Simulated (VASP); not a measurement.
# Ga4P3N (Cm) in VASP: relaxation of cell and atoms with PBEsol

Aim: the relaxation of cell and atoms of Ga4P3N with PBEsol.

Everything below comes from runs of VASP 6.6.1. Logs are shortened: lines on timing, memory, paths and dates and some standing lists are left out, and cuts for length are marked.

## (1) The structure

It takes space group Cm (No. 8, monoclinic). Conventional cell: a = 12.231 Å, b = 3.688 Å, c = 6.388 Å, α = 90.00°, β = 100.02°, γ = 90.00°. Around Ga (site symmetry m) lie 2 P at 2.26 Å and 2 N at 2.26 Å. Around Ga (site symmetry m) lie 3 P at 2.26 Å and 1 N at 2.26 Å. Ga (site symmetry m) has 1 N at 2.26 Å and 3 P at 2.26 Å as nearest neighbours. Around Ga (site symmetry m) lie 4 P at 2.26 Å. N (site symmetry m) has 4 Ga at 2.26 Å as nearest neighbours. P (site symmetry m) is surrounded by 4 Ga at 2.26 Å. Around P (site symmetry m) lie 4 Ga at 2.26 Å. P (site symmetry m) is surrounded by 4 Ga at 2.26 Å.

The cell comes from a database or a generator and needn't be the stable form of this composition.

## (2) Relaxation of cell and atoms, PBEsol

Contents of INCAR:

```
ALGO = Normal ; EDIFF = 1E-7
EDIFFG = -0.02 ; ENCUT = 600
GGA = PS ; IBRION = 2
ISIF = 3 ; ISMEAR = 0
KPAR = 2 ; LASPH = True
LCHARG = False ; LREAL = False
LWAVE = False ; NELM = 80
NSW = 60 ; PREC = Accurate
SIGMA = 0.02
```

Contents of KPOINTS:

```
k-points
0
Gamma
  3 3 2
```

Contents of POSCAR:

```
Ga4P3N
1.0
   -2.6077345200      2.6077345200      0.0000000000
   -2.6077345200     -5.2154690400      2.6077345200
    2.6077345200      2.6077345200      5.2154690400
Ga N P
4 1 3
Direct
    0.0000000000      0.0000000000      0.0000000000
    0.7500000000      0.5000000000      0.2500000000
    0.5000000000      0.0000000000      0.5000000000
    0.2500000000      0.5000000000      0.7500000000
    0.5625000000      0.1250000000      0.1875000000
    0.3125000000      0.6250000000      0.4375000000
    0.0625000000      0.1250000000      0.6875000000
    0.8125000000      0.6250000000      0.9375000000
```

Potentials or basis: VASP PAW PBE potentials, release 64 (Ga_d, N, P).

The run is started by

```sh
$ cat potpaw_PBE.64/Ga_d/POTCAR potpaw_PBE.64/N/POTCAR potpaw_PBE.64/P/POTCAR > POTCAR
$ mpirun -np 2 vasp_std > vasp.out
```

OUTCAR:

```text
EDIFF = 1E-7
   EDIFFG = -0.02
   ENCUT = 600
   GGA = PS
   IBRION = 2
   ISIF = 3
   ISMEAR = 0
   LASPH = True
   LREAL = False
   NELM = 80
   NSW = 60
   PREC = Accurate

 ion  position               nearest neighbor table
   1  0.000  0.000  0.000-   5 2.26   5 2.26   7 2.26   8 2.26
   2  0.750  0.500  0.250-   6 2.26   5 2.26   6 2.26   8 2.26
   3  0.500  0.000  0.500-   7 2.26   5 2.26   6 2.26   7 2.26
   4  0.250  0.500  0.750-   8 2.26   6 2.26   7 2.26   8 2.26
   5  0.562  0.125  0.188-   1 2.26   2 2.26   3 2.26   1 2.26
   6  0.312  0.625  0.438-   2 2.26   3 2.26   4 2.26   2 2.26
   7  0.062  0.125  0.688-   1 2.26   3 2.26   4 2.26   3 2.26
   8  0.812  0.625  0.938-   1 2.26   2 2.26   4 2.26   4 2.26

  LATTYP: Found a base centered monoclinic cell.
 ALAT       =    12.2313590900
 B/A-ratio  =     0.3015113446
 C/A-ratio  =     0.5222329679
 COS(beta)  =    -0.1740776560

  Lattice vectors:

 A1 = (  -5.2154690400,  -2.6077345200,   2.6077345200)
 A2 = (  -2.6077345200,  -5.2154690400,   2.6077345200)
 A3 = (   2.6077345200,   2.6077345200,   5.2154690400)

Analysis of symmetry for initial positions (statically):
=====================================================================
 Subroutine PRICEL returns:
 Original cell was already a primitive cell.

 Routine SETGRP: Setting up the symmetry group for a
 base centered monoclinic supercell.

 Subroutine GETGRP returns: Found  2 space group operations
 (whereof  2 operations were pure point group operations)
 out of a pool of  4 trial point group operations.

The static configuration has the point symmetry C_1h.

Analysis of symmetry for dynamics (positions and initial velocities):
=====================================================================
 Subroutine PRICEL returns:
 Original cell was already a primitive cell.

 Routine SETGRP: Setting up the symmetry group for a
 base centered monoclinic supercell.

 Subroutine GETGRP returns: Found  2 space group operations
 (whereof  2 operations were pure point group operations)
 out of a pool of  4 trial point group operations.

The dynamic configuration has the point symmetry C_1h.

 Subroutine INISYM returns: Found  2 space group operations
 (whereof  2 operations are pure point group operations),
 and found     1 'primitive' translations

----------------------------------------------------------------------------------------

                                     Primitive cell

  volume of cell :     141.8666

  direct lattice vectors                    reciprocal lattice vectors
    -2.607734520  2.607734520  0.000000000    -0.239671637  0.143802982  0.047934327
    -2.607734520 -5.215469040  2.607734520    -0.095868655 -0.095868655  0.095868655
     2.607734520  2.607734520  5.215469040     0.047934327  0.047934327  0.143802982

  length of vectors
     3.687893525  6.387618959  6.387618959     0.283583305  0.166049381  0.158980178

  position of ions in fractional coordinates (direct lattice)
     0.000000000  0.000000000  0.000000000
     0.750000000  0.500000000  0.250000000
     0.500000000  0.000000000  0.500000000
     0.250000000  0.500000000  0.750000000
     0.562500000  0.125000000  0.187500000
     0.312500000  0.625000000  0.437500000
     0.062500000  0.125000000  0.687500000
     0.812500000  0.625000000  0.937500000

  ion indices of the primitive-cell ions
   primitive index   ion index
                 1           1
                 2           2
                 3           3
                 4           4
                 5           5
                 6           6
                 7           7
                 8           8

----------------------------------------------------------------------------------------

 KPOINTS: k-points

Automatic generation of k-mesh.
 Grid dimensions read from file:
 generate k-points for:    3    3    2

 Generating k-lattice:

  Cartesian coordinates                     Fractional coordinates (reciprocal lattice)
    -0.079890546  0.047934327  0.015978109     0.333333333 -0.000000000  0.000000000
    -0.031956218 -0.031956218  0.031956218     0.000000000  0.333333333  0.000000000
     0.023967164  0.023967164  0.071901491     0.000000000 -0.000000000  0.500000000

  Length of vectors
     0.094527768  0.055349794  0.079490089

  Shift w.r.t. Gamma in fractional coordinates (k-lattice)
     0.000000000  0.000000000  0.000000000

 Subroutine IBZKPT returns following result:
 ===========================================

 Found      8 irreducible k-points:

 Following reciprocal coordinates:
            Coordinates               Weight
  0.000000  0.000000  0.000000      1.000000
  0.333333 -0.000000  0.000000      4.000000
  0.000000  0.333333  0.000000      2.000000
  0.333333  0.333333  0.000000      2.000000
  0.000000  0.000000  0.500000      1.000000
  0.333333 -0.000000  0.500000      4.000000
  0.000000  0.333333  0.500000      2.000000
  0.333333  0.333333  0.500000      2.000000
   k-points           NKPTS =      8   k-points in BZ     NKDIM =      8   number of bands    NBANDS=     43
   number of dos      NEDOS =    301   number of ions     NIONS =      8
   total plane-waves  NPLWV =  87480
   dimension x,y,z NGX =    30 NGY =   54 NGZ =   54
   dimension x,y,z NGXF=    60 NGYF=  108 NGZF=  108
   ions per type =               4   1   3
   NGX,Y,Z   is equivalent  to a cutoff of  13.52, 14.05, 14.05 a.u.
   NGXF,Y,Z  is equivalent  to a cutoff of  27.05, 28.11, 28.11 a.u.
 SYSTEM =  unknown system
   PREC   = accura    normal or accurate (medium, high low for compatibility)
   ISTART =      0    job   : 0-new  1-cont  2-samecut
   ICHARG =      2    charge: 1-file 2-atom 10-const
   ISPIN  =      1    spin polarized calculation?
   LNONCOLLINEAR =      F non collinear calculations
   LSORBIT =      F    spin-orbit coupling
   LASPH  =      T    aspherical Exc in radial PAW
   ENCUT  =  600.0 eV  44.10 Ry    6.64 a.u.   7.37 12.76 12.76*2*pi/ulx,y,z
   NELM   =     80;   NELMIN=  2; NELMDL= -5     # of ELM steps
   EDIFF  = 0.1E-06   stopping-criterion for ELM
   LREAL  =      F    real-space projection
   EDIFFG = -.2E-01   stopping-criterion for IOM
   NSW    =     60    number of steps for IOM
   IBRION =      2    ionic relax: 0-MD 1-quasi-New 2-CG
   NFREE  =      1    steps in history (QN), initial steepest desc. (CG)
   ISIF   =      3    stress and relaxation
   ISYM   =      2    0-nonsym 1-usesym 2-fastsym
   POTIM  = 0.5000    time-step for ionic-motion
   TEBEG  =    0.0;   TEEND  =   0.0 temperature during run
   PSTRESS=    0.0 pullay stress
   NELECT =      72.0000    total number of electrons
   NUPDOWN=      -1.0000    fix difference up-down
   EMIN   =  10.00;   EMAX   =-10.00  energy-range for DOS
   EFERMI =   0.00;   METHOD = LEGACY
   ISMEAR =     0;   SIGMA  =   0.02  broadening in eV -4-tet -1-fermi 0-gaus
   EFERMI_NEDOS =   21; number of points for ismear=-14 and -15
   IALGO  =     38    algorithm
   IMIX   =      4    mixing-type and parameters
     AMIX     =   0.40;   BMIX     =  1.00
     AMIX_MAG =   1.60;   BMIX_MAG =  1.00
  volume/ion in A,a.u.               =      17.73       119.67
  Fermi-wavevector in a.u.,A,eV,Ry     =   1.305847  2.467693 23.201149  1.705236
  Thomas-Fermi vector in A             =   2.436689
   LORBIT       =      0    0 simple, 1 ext, 2 COOP (PROOUT), +10 PAW based schemes
   GGA     = PS    functional components
   LHFCALC =     F    Hartree Fock is set to
   AEXX    =    0.0000 exact exchange contribution
   IVDW    =     0    specifies the selected vdW correction
   LEPSILON=     F    determine dielectric tensor
   LRPA    =     F    only Hartree local field effects (RPA)
 conjugate gradient relaxation of ions
 non-spin polarized calculation
 Gauss-broadening in eV      SIGMA  =   0.02
  energy-cutoff  :      600.00
  volume of cell :      141.87
 maximum number of plane-waves:      4769
 NGX is ok and might be reduce to    30
   NGX = 15   NGY = 25   NGZ = 25

--------------------------------------- Ionic step        1  -------------------------------------------

 number of electron      71.9999993 magnetization

 Free energy of the ion-electron system (eV)
  ---------------------------------------------------
  ext. energy  EPLUGINS =         0.00000000
  ---------------------------------------------------
  free energy    TOTEN  =       -40.16693935 eV

  energy without entropy =      -40.16693935  energy(sigma->0) =      -40.16693935

------------------------ aborting loop because EDIFF is reached ----------------------------------------

  FORCE on cell =-STRESS in cart. coord.  units (eV):
  Direction    XX          YY          ZZ          XY          YZ          ZX
  --------------------------------------------------------------------------------------
  -------------------------------------------------------------------------------------
  Total        2.9553686      2.9553686      1.3886620     -1.1566744      0.0374622      0.0374622
  in kB       33.3766016     33.3766016     15.6829236    -13.0629599      0.4230815      0.4230811
  external PRESSURE =      27.4787090 kB  Pullay stress =       0.0000000 kB
[... 107 lines left out ...]
  FREE ENERGIE OF THE ION-ELECTRON SYSTEM (eV)
  ---------------------------------------------------
  free  energy   TOTEN  =       -41.1406814425 eV

  energy  without entropy=      -41.1394260993  energy(sigma->0) =      -41.14005377

[... ionic steps 4 to 13 ...]

--------------------------------------- Ionic step       14  -------------------------------------------

 number of electron      71.9999993 magnetization

------------------------ aborting loop because EDIFF is reached ----------------------------------------

  FORCE on cell =-STRESS in cart. coord.  units (eV):
  Direction    XX          YY          ZZ          XY          YZ          ZX
  --------------------------------------------------------------------------------------
  -------------------------------------------------------------------------------------
  Total        0.0073854      0.0073854      0.0008936      0.0380883      0.0128051      0.0128050
  in kB        0.0835382      0.0835382      0.0101080      0.4308272      0.1448424      0.1448409
  external PRESSURE =       0.0590615 kB  Pullay stress =       0.0000000 kB
[... 69 lines left out ...]
  energy  without entropy=      -41.4844023027  energy(sigma->0) =      -41.48444459

--------------------------------------- Ionic step       16  -------------------------------------------

 number of electron      71.9999994 magnetization

 Free energy of the ion-electron system (eV)
  ---------------------------------------------------
  ext. energy  EPLUGINS =         0.00000000
  ---------------------------------------------------
  free energy    TOTEN  =       -41.48453938 eV

  energy without entropy =      -41.48443996  energy(sigma->0) =      -41.48448967

 E-fermi :   5.1471     XC(G=0): -10.4498

 val. band max:        5.1150706131   @ k =   0.0000   0.0000   0.0000
 cond. band min:       5.1789776935   @ k =   0.0000   0.0000   0.0000
 fundamental gap:      0.0639070804
 Fermi energy:         5.1470938345

 k-point     1 :       0.0000    0.0000    0.0000
  band No.  band energies     occupation
      1     -10.7254      2.00000
      2      -9.7770      2.00000
      3      -9.6826      2.00000
      4      -9.6591      2.00000
      5      -9.6348      2.00000
      6      -9.6038      2.00000
[... 392 lines left out ...]
  FREE ENERGIE OF THE ION-ELECTRON SYSTEM (eV)
  ---------------------------------------------------
  free  energy   TOTEN  =       -41.4845393815 eV

  energy  without entropy=      -41.4844399615  energy(sigma->0) =      -41.48448967

 reached required accuracy - stopping structural energy minimisation
```

Wall time 11 min (2 MPI ranks of Intel Xeon Platinum 8259CL at 2.50GHz (Skylake/Cascade Lake), shared host); peak memory 0.31 GiB.

Results:

```
Free energy                            : -41.4845 eV
Relaxed volume                         : 17.71 Å³/atom
Relaxed cell                           : a = 3.723 Å, b = 6.377 Å, c = 6.351 Å, α = 100.34°, β = 90.00°, γ = 106.97°
Space group after relaxing (to 0.05 Å) : Cm (No. 8)
Energy gained by relaxing              : 164.7 meV/atom
Ionic steps                            : 16
Pressure after relaxing                : 0.0 GPa
Largest force after relaxing           : 0.010 eV/Å
Band gap on the k mesh                 : 0.06 eV, direct
```

Forces in eV/Å, atoms in the order of the input:
```
Ga   0.000  0.000 -0.003
Ga   0.004  0.004  0.008
Ga  -0.001 -0.001  0.001
Ga   0.000  0.000  0.000
N    0.001  0.001 -0.008
P   -0.005 -0.005 -0.005
P   -0.004 -0.004  0.006
P    0.004  0.004  0.001
```

Step by step:
```csv
step,energy change (eV),largest force (eV/Å),pressure (GPa),volume (Å³)
1,0.0000,3.1946,2.75,141.87
2,-0.8760,1.4338,-3.37,148.19
3,-0.9737,0.8889,-4.99,151.00
4,-1.2405,0.7817,1.68,139.91
5,-1.2534,0.7643,0.34,141.72
6,-1.2999,0.2986,0.14,141.59
7,-1.3021,0.2288,0.10,141.55
8,-1.3093,0.1515,-0.07,141.78
9,-1.3094,0.1558,-0.09,141.80
10,-1.3142,0.1129,-0.02,141.68
11,-1.3162,0.1027,0.06,141.54
12,-1.3172,0.0500,-0.04,141.68
13,-1.3173,0.0339,-0.02,141.66
14,-1.3175,0.0283,0.01,141.64
15,-1.3175,0.0205,0.00,141.65
16,-1.3176,0.0098,0.00,141.65
```

Final structure:
```yaml
crystal:
  lattice:
    - [-2.63262, 2.63262, 0.00000]
    - [-2.59682, -5.22944, 2.56420]
    - [2.61889, 2.61889, 5.15870]
  atoms:
    - { symbol: Ga, position: [0.01242, 0.02483, 0.03903] }
    - { symbol: Ga, position: [0.72400, 0.44800, 0.24233] }
    - { symbol: Ga, position: [0.50567, 0.01134, 0.46402] }
    - { symbol: Ga, position: [0.25747, 0.51494, 0.75020] }
    - { symbol: N, position: [0.56112, 0.12224, 0.18872] }
    - { symbol: P, position: [0.30906, 0.61812, 0.42239] }
    - { symbol: P, position: [0.06349, 0.12699, 0.68760] }
    - { symbol: P, position: [0.81678, 0.63355, 0.95571] }
```

Levels at points of the mesh, in eV from the valence-band top:
```csv
k point,band 33,band 34,band 35,band 36,band 37,band 38,band 39,band 40
"(0.00, 0.00, 0.00)",-1.05,-0.56,-0.02,0.00,0.06,2.42,2.72,2.91
"(0.00, 0.00, 0.50)",-1.59,-1.17,-1.06,-0.84,1.69,2.83,3.08,3.23
```

Caveat: the k mesh is coarse (spacing up to 0.59 Å⁻¹), so the values aren't converged; the PAW data sets were made with another functional, which shifts forces and pressure a little; an odd mesh through Γ misses points on the zone boundary, where band edges often lie.
